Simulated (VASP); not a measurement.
Data:

```
CELL_PARAMETERS angstrom
      3.49571     0.00000     0.00000
     -1.74785     3.02737     0.00000
      0.00000     0.00000    14.04981
ATOMIC_POSITIONS crystal
  Te 0.33333 0.66667 0.87931
  Te 0.66667 0.33333 0.12069
  Te 0.66667 0.33333 0.37931
  Te 0.33333 0.66667 0.62069
  W  0.33333 0.66667 0.25000
  W  0.66667 0.33333 0.75000
```

Computed with PBEsol GGA, VASP's PBE PAW potentials (set 64) (plane waves; VASP 6.6.1). Settings: 400 eV cut-off, Gaussian smearing of 0.050 eV, potentials Te W_sv.

Without a dispersion term in the relaxation, distances and binding between the weakly bound layers, chains or molecules are unreliable, and so is what depends on them. Unless said otherwise, spin-orbit coupling is left out, though it shifts the bands of the heavy elements here.

Estimate the band gap (along the path) with the smallest direct gap where there is one.

| Quantity | Value |
|---|---|
| band gap (along the path) | 0.76 eV |
| smallest direct gap (along the path) | 1.08 eV |

The structure comes from a computed database's Te2W entry (P6_3/mmc); how it stands against other phases isn't given here. It was relaxed first, which changed the volume by -9 %.
